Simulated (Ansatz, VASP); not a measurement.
**Cross-check of InSe between VASP and Ansatz**

One calculation is typed for both programs; each brings its own data sets. How far apart do they land? The cell is taken from a series of runs on this material, whose earlier steps may have relaxed, scaled, displaced or heated it; both programs get it as it stands.

Method: plane waves, with VASP 6.6.1 beside it; single point at PBE, spin-orbit coupling, in Ansatz 0.2.0.

## Step 1: The starting structure

It takes space group P6_3/mmc (No. 194, hexagonal). The conventional cell has a = 4.027 Å, b = 4.027 Å, c = 16.795 Å, α = 90.00°, β = 90.00°, γ = 120.00°. Nearest to In lie 3 Se at 2.66 Å and 1 In at 2.79 Å. Nearest to Se lie 3 In at 2.66 Å. Farther neighbours and most contacts between anions are not listed.

Structure file:

```cif
data_structure
_symmetry_space_group_name_H-M 'P6_3/mmc'
_symmetry_Int_Tables_number 194
_cell_length_a 4.0275
_cell_length_b 4.0275
_cell_length_c 16.7950
_cell_angle_alpha 90.000
_cell_angle_beta 90.000
_cell_angle_gamma 120.000
_cell_volume 235.93
loop_
_atom_site_label
_atom_site_type_symbol
_atom_site_symmetry_multiplicity
_atom_site_Wyckoff_symbol
_atom_site_fract_x
_atom_site_fract_y
_atom_site_fract_z
_atom_site_occupancy
In1 In 4 f 0.33333 0.66667 0.16686 1
Se1 Se 4 f 0.33333 0.66667 0.59020 1
```

## Step 2: VASP: single point, PBE, spin-orbit coupling

A single point gives forces, pressure and levels at one fixed geometry, so differences don't come from the geometry; what else differs is listed under the comparison.

Lines of VASP's logs that name or quote its potential files are left out, and so is its time.

File INCAR:

```
SYSTEM = InSe
PREC = Accurate
ENCUT = 400
EDIFF = 1E-06
NELM = 200
ISMEAR = -1
SIGMA = 0.02
LREAL = .FALSE.
ALGO = Normal
GGA = PE
LNONCOLLINEAR = .TRUE.
MAGMOM = 0 0 0 0 0 0 0 0 0 0 0 0 0 0 0 0 0 0 0 0 0 0 0 0
NBANDS = 94
GGA_COMPAT = .FALSE.
LASPH = .TRUE.
LSORBIT = .TRUE.
LORBIT = 11
LWAVE = .FALSE.
LCHARG = .FALSE.
ISIF = 2
EFERMI = MIDGAP
KPAR = 2
```

File POSCAR:

```
InSe
1.0
    4.0275000000      0.0000000000      0.0000000000
   -2.0137500000      3.4879170000      0.0000000000
    0.0000000000      0.0000000000     16.7950000000
In Se
4 4
Direct
    0.3333333333      0.6666666667      0.1668643278
    0.6666666667      0.3333333333      0.6668643278
    0.3333333333      0.6666666667      0.3331356722
    0.6666666667      0.3333333333      0.8331356722
    0.3333333333      0.6666666667      0.5901956820
    0.6666666667      0.3333333333      0.0901956820
    0.3333333333      0.6666666667      0.9098043180
    0.6666666667      0.3333333333      0.4098043180
```

File KPOINTS:

```
Automatic mesh
0
Gamma
6 6 2
0 0 0
```

The projector-augmented-wave data sets are In_d and Se (PBE family, release 64).

Started as:

```bash
$ mpirun -np 2 vasp_ncl
```

Numbers of over 12 decimals in the logs are rounded to 6 here.

The program printed:

```text
[banner, memory and clock lines left out]
running    2 mpi-ranks, on    1 nodes
 distrk:  each k-point on    1 cores,    2 groups
 distr:  one band on    1 cores,    1 groups

 POSCAR found type information on POSCAR InSe
 POSCAR found :  2 types and       8 ions
 LDA part: xc-table for (Slater+PW92), standard interpolation
 POSCAR, INCAR and KPOINTS ok, starting setup
 FFT: planning ... GRIDC
 FFT: planning ... GRID_SOFT
 FFT: planning ... GRID
 WAVECAR not read
 entering main loop
       N       E                     dE             d eps       ncg     rms          rms(c)
DAV:   1     0.773389631504E+03    0.77339E+03   -0.28357E+04  2688   0.151E+03
DAV:   2     0.108229153911E+03   -0.66516E+03   -0.64490E+03  2648   0.428E+02
DAV:   3    -0.177567889387E+02   -0.12599E+03   -0.11992E+03  3046   0.201E+02
DAV:   4    -0.289721504907E+02   -0.11215E+02   -0.11058E+02  3168   0.574E+01
DAV:   5    -0.294071288864E+02   -0.43498E+00   -0.43357E+00  3192   0.112E+01    0.114E+01
DAV:   6    -0.285442463981E+02    0.86288E+00   -0.13444E+00  3628   0.170E+01    0.558E+00
DAV:   7    -0.285287787377E+02    0.15468E-01   -0.10072E+00  3912   0.527E+00    0.200E+00
DAV:   8    -0.285273471892E+02    0.14315E-02   -0.85013E-02  3584   0.266E+00    0.146E+00
DAV:   9    -0.285309328756E+02   -0.35857E-02   -0.22506E-02  3960   0.827E-01    0.627E-01
DAV:  10    -0.285307937495E+02    0.13913E-03   -0.44339E-03  3432   0.742E-01    0.171E-01
DAV:  11    -0.285309417459E+02   -0.14800E-03   -0.15166E-03  3688   0.189E-01    0.856E-02
DAV:  12    -0.285310647335E+02   -0.12299E-03   -0.16903E-04  3336   0.736E-02    0.331E-02
DAV:  13    -0.285310848317E+02   -0.20098E-04   -0.19998E-05  3328   0.255E-02    0.132E-02
DAV:  14    -0.285310907124E+02   -0.58808E-05   -0.79526E-06  2752   0.175E-02    0.424E-03
DAV:  15    -0.285310920916E+02   -0.13792E-05   -0.17500E-06  2232   0.102E-02    0.132E-03
DAV:  16    -0.285310922705E+02   -0.17889E-06   -0.56812E-07  1928   0.487E-03
   1 F= -.28531092E+02 E0= -.28531091E+02  d E =-.161042E-05  mag=    -0.0000     0.0000     0.0000
```

OUTCAR, selected parts (step 2):

```text
ion  position               nearest neighbor table
   1  0.333  0.667  0.167-   6 2.66   6 2.66   6 2.66   3 2.79
   2  0.667  0.333  0.667-   5 2.66   5 2.66   5 2.66   4 2.79
   3  0.333  0.667  0.333-   8 2.66   8 2.66   8 2.66   1 2.79
   4  0.667  0.333  0.833-   7 2.66   7 2.66   7 2.66   2 2.79
   5  0.333  0.667  0.590-   2 2.66   2 2.66   2 2.66
   6  0.667  0.333  0.090-   1 2.66   1 2.66   1 2.66
   7  0.333  0.667  0.910-   4 2.66   4 2.66   4 2.66
   8  0.667  0.333  0.410-   3 2.66   3 2.66   3 2.66

  LATTYP: Found a hexagonal cell.
 ALAT       =     4.0275000000
 C/A-ratio  =     4.1700806952

 Subroutine GETGRP returns: Found 24 space group operations
 (whereof 12 operations were pure point group operations)

The static configuration has the point symmetry D_3d.
 The point group associated with its full space group is D_6h.

 Found     14 irreducible k-points:

   k-points           NKPTS =     14   k-points in BZ     NKDIM =     14   number of bands    NBANDS=     94

   dimension x,y,z NGX =    28 NGY =   28 NGZ =  112
   dimension x,y,z NGXF=    56 NGYF=   56 NGZF=  224

   ENCUT  =  400.0 eV  29.40 Ry    5.42 a.u.   6.57  6.57 27.39*2*pi/ulx,y,z

   NELECT =      76.0000    total number of electrons

 k-points in reciprocal lattice and weights: Automatic mesh
   0.00000000  0.00000000  0.00000000       0.014
   0.16666667  0.00000000  0.00000000       0.083
   0.33333333  0.00000000  0.00000000       0.083
   0.50000000  0.00000000  0.00000000       0.042
   0.16666667  0.16666667  0.00000000       0.083
   0.33333333  0.16666667  0.00000000       0.167
   0.33333333  0.33333333  0.00000000       0.028
   0.00000000  0.00000000  0.50000000       0.014
   0.16666667  0.00000000  0.50000000       0.083
[...]
0.33333333  0.16666667  0.50000000       0.167
   0.33333333  0.33333333  0.50000000       0.028

 average (electrostatic) potential at core
       1 -97.2408       2 -97.2408       3 -97.2408       4 -97.2408       5 -54.1338
       6 -54.1338       7 -54.1338       8 -54.1338

 E-fermi :   4.2122

 k-point     1 :       0.0000    0.0000    0.0000
  band No.  band energies     occupation
    ...
     72       2.9875      1.00000
     73       3.0627      1.00000
     74       3.0627      1.00000
     75       4.0358      0.99985
     76       4.0358      0.99985
     77       4.3886      0.00015
     78       4.3886      0.00015
     79       5.7417      0.00000
     80       5.7417      0.00000
     81       6.1275      0.00000
    ...

 k-point     2 :       0.1667    0.0000    0.0000
  band No.  band energies     occupation
    ...
     72       2.6648      1.00000
     73       2.9766      1.00000
     74       2.9766      1.00000
     75       3.7863      1.00000
     76       3.7863      1.00000
     77       5.6163      0.00000
     78       5.6163      0.00000
     79       6.1326      0.00000
     80       6.1326      0.00000
     81       6.6148      0.00000
    ...

 k-point     3 :       0.3333    0.0000    0.0000
  band No.  band energies     occupation
    ...
     72       2.2122      1.00000
     73       2.8143      1.00000
     74       2.8143      1.00000
     75       3.0055      1.00000
     76       3.0055      1.00000
     77       5.4626      0.00000
     78       5.4626      0.00000
     79       5.6141      0.00000
     80       5.6141      0.00000
     81       6.0683      0.00000
    ...

  Total        2.7382890      2.7382885      2.6785794      0.0000000      0.0000000      0.0000000
  in kB       18.5955129     18.5955095     18.1900298      0.0000000      0.0000000      0.0000000
  external PRESSURE =      18.4603507 kB  Pullay stress =       0.0000000 kB

  energy-cutoff  :      400.00
  volume of cell :      235.93
      direct lattice vectors                 reciprocal lattice vectors
     4.027500000  0.000000000  0.000000000     0.248292986  0.143352035  0.000000000
    -2.013750000  3.487917000  0.000000000     0.000000000  0.286704070  0.000000000
     0.000000000  0.000000000 16.795000000     0.000000000  0.000000000  0.059541530

 POSITION                                       TOTAL-FORCE (eV/Angst)
 -----------------------------------------------------------------------------------
     -0.00000      2.32528      2.80249        -0.000000     -0.000000      0.015142
      2.01375      1.16264     11.19999         0.000000      0.000000      0.015142
     -0.00000      2.32528      5.59501        -0.000000     -0.000000     -0.015142
      2.01375      1.16264     13.99251         0.000000      0.000000     -0.015142
     -0.00000      2.32528      9.91234        -0.000000      0.000000     -0.013737
      2.01375      1.16264      1.51484        -0.000000     -0.000000     -0.013737
     -0.00000      2.32528     15.28016         0.000000      0.000000      0.013737
      2.01375      1.16264      6.88266         0.000000     -0.000000      0.013737
 -----------------------------------------------------------------------------------
    total drift:                               -0.000000      0.000000     -0.000000

  FREE ENERGIE OF THE ION-ELECTRON SYSTEM (eV)
  ---------------------------------------------------
  free  energy   TOTEN  =       -28.5310922705 eV

  energy  without entropy=      -28.5310906601  energy(sigma->0) =      -28.53109147

 Spin-Orbit-Coupling matrix elements
 Ion:    1  E_soc:     -0.0703349
 Ion:    2  E_soc:     -0.0703349
 Ion:    3  E_soc:     -0.0703349
 Ion:    4  E_soc:     -0.0703349
 Ion:    5  E_soc:     -0.0414557
 Ion:    6  E_soc:     -0.0414557
 Ion:    7  E_soc:     -0.0414557
 Ion:    8  E_soc:     -0.0414557

 total charge
# of ion       s       p       d       tot
------------------------------------------
    1        0.860   0.659   9.882  11.401
    2        0.860   0.659   9.882  11.401
    3        0.860   0.659   9.882  11.401
    4        0.860   0.659   9.882  11.401
    5        1.474   2.333   0.022   3.829
    6        1.474   2.333   0.022   3.829
    7        1.474   2.333   0.022   3.829
    8        1.474   2.333   0.022   3.829
--------------------------------------------------
tot          9.333  11.967  39.619  60.919

 magnetization (x)
# of ion       s       p       d       tot
------------------------------------------
    1        0.000   0.000  -0.000   0.000
    2       -0.000  -0.000   0.000  -0.000
    3        0.000  -0.000   0.000  -0.000
    4        0.000   0.000  -0.000   0.000
    5       -0.000   0.000   0.000   0.000
    6        0.000   0.000  -0.000   0.000
    7        0.000  -0.000  -0.000  -0.000
    8       -0.000  -0.000   0.000  -0.000
--------------------------------------------------
tot          0.000  -0.000   0.000  -0.000

 magnetization (y)
# of ion       s       p       d       tot
------------------------------------------
    1        0.000   0.000  -0.000   0.000
    2       -0.000   0.000   0.000   0.000
    3        0.000   0.000   0.000   0.000
    4        0.000   0.000   0.000   0.000
    5        0.000   0.000   0.000   0.000
    6       -0.000  -0.000   0.000  -0.000
    7        0.000   0.000   0.000   0.000
    8        0.000   0.000  -0.000   0.000
--------------------------------------------------
tot         -0.000   0.000  -0.000   0.000

 magnetization (z)
# of ion       s       p       d       tot
------------------------------------------
    1        0.000   0.000   0.000   0.000
    2        0.000   0.000   0.000   0.000
    3        0.000   0.000   0.000   0.000
    4        0.000   0.000   0.000   0.000
    5        0.000   0.000   0.000   0.000
    6        0.000   0.000   0.000   0.000
    7        0.000   0.000   0.000   0.000
    8        0.000   0.000   0.000   0.000
--------------------------------------------------
tot          0.000   0.000   0.000   0.000

[... 3 further parts left out ...]
```

The gap is read on the k-mesh alone, so it is an upper bound where the band edges lie off the mesh.

## Step 3: Ansatz: single point, PBE, spin-orbit coupling

Ansatz runs on its PAW fully relativistic soft_1 files.

The same cell, functional, mesh and smearing now go to Ansatz, which takes its cutoff from its data sets.

File input.yaml:

```yaml
crystal:
  lattice:
    - [4.0275, 0.0, 0.0]
    - [-2.01375, 3.487917, 0.0]
    - [0.0, 0.0, 16.795]
  atoms:
    - { symbol: In, position: [0.3333333333, 0.6666666667, 0.1668643278] }
    - { symbol: In, position: [0.6666666667, 0.3333333333, 0.6668643278] }
    - { symbol: In, position: [0.3333333333, 0.6666666667, 0.3331356722] }
    - { symbol: In, position: [0.6666666667, 0.3333333333, 0.8331356722] }
    - { symbol: Se, position: [0.3333333333, 0.6666666667, 0.590195682] }
    - { symbol: Se, position: [0.6666666667, 0.3333333333, 0.090195682] }
    - { symbol: Se, position: [0.3333333333, 0.6666666667, 0.909804318] }
    - { symbol: Se, position: [0.6666666667, 0.3333333333, 0.409804318] }
kpoints:
  mp_grid: { grid: [6, 6, 2] }
  band_path:
    path:
      - [0.0, 0.0, 0.0]
      - [0.50000002, -2.0e-08, 0.0]
      - [0.33333334, 0.3333333, 0.0]
      - [0.0, 0.0, 0.5]
      - [0.50000002, -2.0e-08, 0.5]
      - [0.33333334, 0.3333333, 0.5]
    npoints: 1
hamiltonian:
  xc: pbe
  pseudopotentials: { kind: paw_fr, azcp: { folder: soft_1 } }
scf:
  occupations: { method: fermi_dirac, width: 0.02 }
  n_extra_bands: 12
magnetization:
  noncollinear: true
  spin_orbit: true
output:
  eigenvalues: true
```

Started as:

```bash
$ ansatz run input.yaml --threads 24 --pin off --max-ram 82944MiB --backend cuda --events-out ev --progress --plain --runs-dir out --devices 1 --max-vram 78GiB
```

The program printed:

```text
scf.n_extra_bands = 12 over 116 filled bands (N_el = 116.0): the run solves 128 bands
GPUs: using 1 of 1 available (devices: 1).
Engine: ansatz 0.2.0, aarch64-unknown-linux-gnu
Pseudopotentials: kind: paw_fr
Pseudopotential: In, paw, valence charge 13, recommended cutoff 420 eV (normal), soft_1/In.paw.azcp
Pseudopotential: Se, paw, valence charge 16, recommended cutoff 420 eV (normal), soft_1/Se.paw.azcp
Functional definition: PBE
  parameter kappa = 0.804
  parameter beta = 0.066725
  exchange = pbe_x(kappa = kappa, mu = beta*pi^2/3)
  correlation = pbe_c(beta = beta)
non-collinear run that drives no moment, with spin-orbit: no starting moment large enough to seed its density (crystal.atoms[].spin), no starting occupations that ask for one, no magnetisation constraint and no magnetic field, so the semilocal B_xc is pinned to zero
[...]
Crystal: 8 atoms, lattice volume = 235.929 Å³
Basis set: ecut = 420 eV, 4653 PW (Γ)
Bands: 128, of which v1, the nominal top of the filled ones, is band 116 counted from 1 (115 counted from 0)
Symmetry: 24 space group operations + 24 with time reversal
Magnetic group: BNS 194.264 (UNI 1494), of the structure as read, at distance tolerance 6.2e-5 Å
k-points: 14 of 72
Projection manifold: j_resolved (fully-relativistic pseudo-atomic orbitals)
Non-local potential: In, projectors of the file, resolved by j, l = 0: 2, l = 1: 4, l = 2: 4, l = 3: 2
Non-local potential: Se, projectors of the file, resolved by j, l = 0: 2, l = 1: 4, l = 2: 6, l = 3: 2
PAW form: soft (Blöchl's): semilocal exchange-correlation on the pseudo side does not see the compensation charge
PAW one-centre angular grid: In, 590 points (default); XC on 64 Gauss nodes
PAW one-centre angular grid: Se, 590 points (default); XC on 96 Gauss nodes
Initial density: superposition of atomic densities (chi_scale 0.1, normalization cell, long waves kept (reshape's long-wave potential 0.69 eV rms))
Initial wavefunctions: pseudopotential atomic-orbital guess
[...]
Functional: x = pbe(κ = 0.804, μ = 0.219515), c = pbe(β = 0.066725)
SCF iter   1: F=—  HF=-44285.652280 eV  |F-HF|=—  |Δ(HF+E_count)|=         —  Δρ=4.96e-2  dr2=2.97e1  dr2_m=0.00e0 (ungated)  ethr=3.10e-3  |M|=0.00e0 ∫|m|=0.00e0 μB  |m|>n=0.0e0 m-floor=0.0e0 τ_xc=0.0e0  β_m=0.30  ⟨swp⟩=7.2  Hψ=4503  notcnv=0
preconditioner: auto → Resta (q_TF=auto, 2.424 Å⁻¹)  ε∞=3.5  [insulator: Δε(μ)=0.134 eV  Ē_g=13.311 eV  σ=0.020 eV  W_gap=0.93  n_scr=66 (ndim 8)  ℏωp=21.1 eV  f_vac=0.033  D(μ)=0.09/eV (n_scr^D=0)  ε∞_Penn≈3.5]
spin=Noncollinear: Resta preconditioning applied to the charge; magnetization (m_x, m_y, m_z) channels mix plain (no charge-response kernel on spin).
SCF iter   2: F=—  HF=-44281.353620 eV  |F-HF|=—  |Δ(HF+E_count)|=    4.30e0  Δρ=2.57e-2  dr2=4.27e0  dr2_m=0.00e0 (ungated)  ethr=3.10e-3  |M|=0.00e0 ∫|m|=0.00e0 μB  |m|>n=0.0e0 m-floor=0.0e0 τ_xc=0.0e0  β_m=0.39  ⟨swp⟩=4.0  Hψ=1764  notcnv=0  defer=56
SCF iter   3: F=—  HF=-44280.506840 eV  |F-HF|=—  |Δ(HF+E_count)|=   8.47e-1  Δρ=1.26e-2  dr2=3.51e-1  dr2_m=0.00e0 (ungated)  ethr=3.10e-3  |M|=0.00e0 ∫|m|=0.00e0 μB  |m|>n=0.0e0 m-floor=0.0e0 τ_xc=0.0e0  β_m=0.61  ⟨swp⟩=2.8  Hψ=1238  notcnv=0  defer=56
SCF iter   4: F=—  HF=-44280.422378 eV  |F-HF|=—  |Δ(HF+E_count)|=   8.45e-2  Δρ=2.72e-3  dr2=5.52e-2  dr2_m=0.00e0 (ungated)  ethr=3.03e-4  |M|=0.00e0 ∫|m|=0.00e0 μB  |m|>n=0.0e0 m-floor=0.0e0 τ_xc=0.0e0  β_m=0.59  ⟨swp⟩=3.8  Hψ=1639  notcnv=0  defer=56
SCF iter   5: F=—  HF=-44280.415452 eV  |F-HF|=—  |Δ(HF+E_count)|=   6.93e-3  Δρ=1.08e-3  dr2=6.34e-3  dr2_m=0.00e0 (ungated)  ethr=4.76e-5  |M|=0.00e0 ∫|m|=0.00e0 μB  |m|>n=0.0e0 m-floor=0.0e0 τ_xc=0.0e0  β_m=0.80  ⟨swp⟩=3.5  Hψ=1737  notcnv=0  defer=56
SCF iter   6: F=—  HF=-44280.418476 eV  |F-HF|=—  |Δ(HF+E_count)|=   3.02e-3  Δρ=4.09e-4  dr2=1.77e-3  dr2_m=0.00e0 (ungated)  ethr=5.47e-6  |M|=0.00e0 ∫|m|=0.00e0 μB  |m|>n=0.0e0 m-floor=0.0e0 τ_xc=0.0e0  β_m=0.88  ⟨swp⟩=2.6  Hψ=1474  notcnv=0  defer=56
[...]
SCF 1 converged in 10 iterations: F = -44280.417782 eV  dr2 = 2.79e-8
[...]
SCF converged after 10 iterations
[...]
k-point 1: bands = ["-40.9262", "-40.9262", "-40.9262", "-40.9262", "-40.9262", "-40.9262", "-40.9262", "-40.9262", "-40.9021", "-40.9021", "-40.9021", "-40.9021", "-40.9020", "-40.9020", "-40.9020", "-40.9020", "-40.0378", "-40.0378", "-40.0378", "-40.0378", "-40.0378", "-40.0378", "-40.0378", "-40.0378", "-40.0173", "-40.0173", "-40.0173", "-40.0173", "-40.0171", "-40.0171", "-40.0171", "-40.0171", "-40.0063", "- [...]
  k-point 2: bands = ["-40.9262", "-40.9262", "-40.9262", "-40.9262", "-40.9262", "-40.9262", "-40.9262", "-40.9262", "-40.9021", "-40.9021", "-40.9021", "-40.9021", "-40.9020", "-40.9020", "-40.9020", "-40.9020", "-40.0378", "-40.0378", "-40.0378", "-40.0378", "-40.0377", "-40.0377", "-40.0377", "-40.0377", "-40.0173", "-40.0173", "-40.0173", "-40.0173", "-40.0171", "-40.0171", "-40.0171", "-40.0171", "-40.0063", "- [...]
  k-point 13: bands = ["-40.9261", "-40.9261", "-40.9261", "-40.9261", "-40.9261", "-40.9261", "-40.9261", "-40.9261", "-40.9020", "-40.9020", "-40.9020", "-40.9020", "-40.9020", "-40.9020", "-40.9020", "-40.9020", "-40.0376", "-40.0376", "-40.0376", "-40.0376", "-40.0376", "-40.0376", "-40.0376", "-40.0376", "-40.0172", "-40.0172", "-40.0172", "-40.0172", "-40.0172", "-40.0172", "-40.0172", "-40.0172", "-40.0062", " [...]
```

Reading the cycles: dr2 is the Hartree energy of the density residual (eV), the measure of convergence; HF is the Harris–Foulkes estimate of the energy, which meets the free energy F at convergence.

## Step 4: Side by side

Known differences besides the potentials themselves: spin-orbit coupling enters by fully relativistic files in Ansatz and inside the spheres in VASP; the data sets hold 116 valence electrons in Ansatz (on its PAW fully relativistic soft_1 files) and 76 in VASP; the cutoff is 420 eV in Ansatz and 400 eV in VASP. Total energies have different zeros and are not compared.

Both answers:

```csv
quantity,Ansatz,VASP,difference
gap on the k mesh (eV),0.368,0.353,+0.015
```

A gap on the mesh is an upper bound, since the band edges may lie between its points.

## Step 5: Summary of results

```
difference in gap on the k mesh (single point, PBE, spin-orbit coupling) : 0.015 eV
```

What this shows: The difference in gap on the k mesh is 0.015 eV (single point, PBE, spin-orbit coupling), within the 0.08 eV picked in this series as the mark of a large difference. The data sets hold unlike numbers of valence electrons (116 in Ansatz and 76 in VASP), so part of the differences comes from the potentials. How closely two codes agree says nothing of how well the functional describes the real material.

[Lines on the potential files, build, host, timing and source positions are cut from VASP's logs without a mark.]

[Logs are printed without paths, hosts, clocks, repeated set-up lines and the standing remarks that a program may print on its own settings, such as how far it seeks lower states.]

[Hosts, paths, dates, database ids (printed as entryN), source tags and the programs' standing remarks are cut or masked in the printed files.]
